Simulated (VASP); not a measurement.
Input for VASP

File KPOINTS:
```
Regular mesh
0
G
 9 9 9
0 0 0
```

INCAR:
```
# general
SYSTEM =Sr
PREC   =Accurate
ENCUT  =480
LREAL  =.False.
LASPH  =.True.

# electronic loop
EDIFF  =1E-6
NELM   =100
ALGO   =Normal
LMAXMIX=4

# smearing
ISMEAR =1
SIGMA  =0.1

# functional
GGA    =PE

# ions
IBRION =2
NSW    =60
ISIF   =3
EDIFFG =-0.01

# output
LWAVE  =.False.
LCHARG =.False.
```

File POSCAR:
```
Sr
1
    0.0000000000     3.0400000000     3.0400000000
    3.0400000000     0.0000000000     3.0400000000
    3.0400000000     3.0400000000     0.0000000000
Sr
1
Direct
  0.0000000000   0.0000000000   0.0000000000
```

POTCAR, in this order: Sr_sv (PBE.64 set). Program: vasp_std.

### Question
Translate this PBE calculation to Quantum ESPRESSO's pw.x.

### Answer
One equivalent input (not run):
```
&CONTROL
  calculation = 'vc-relax'
  pseudo_dir = './pseudo'
  outdir = './out'
  tprnfor = .true.
  tstress = .true.
  nstep = 60
  forc_conv_thr = 0.00039
/
&SYSTEM
  ibrav = 0
  nat = 1
  ntyp = 1
  ecutwfc = 68
  occupations = 'smearing'
  smearing = 'methfessel-paxton'
  degauss = 0.00735
  input_dft = 'pbe'
/
&ELECTRONS
  conv_thr = 7.3e-08
  electron_maxstep = 100
/
&IONS
/
&CELL
/
ATOMIC_SPECIES
  Sr 87.620 Sr.upf
CELL_PARAMETERS angstrom
     0.0000000    3.0400000    3.0400000
     3.0400000    0.0000000    3.0400000
     3.0400000    3.0400000    0.0000000
ATOMIC_POSITIONS crystal
  Sr   0.0000000  0.0000000  0.0000000
K_POINTS automatic
  9 9 9 0 0 0
```
The two are equivalent in intent, not identical: the potentials are each code's own (VASP's PAW set, PseudoDojo norm-conserving files in pw.x), so ENCUT and ecutwfc are chosen apart and not converted; conv_thr bounds pw.x's estimated SCF error, while EDIFF bounds the energy change between steps; forc_conv_thr acts on force components and is met together with etot_conv_thr.

The compound is Sr in the fcc structure. This run relaxes it. Symmetry was kept, so distortions that lower it aren't found.
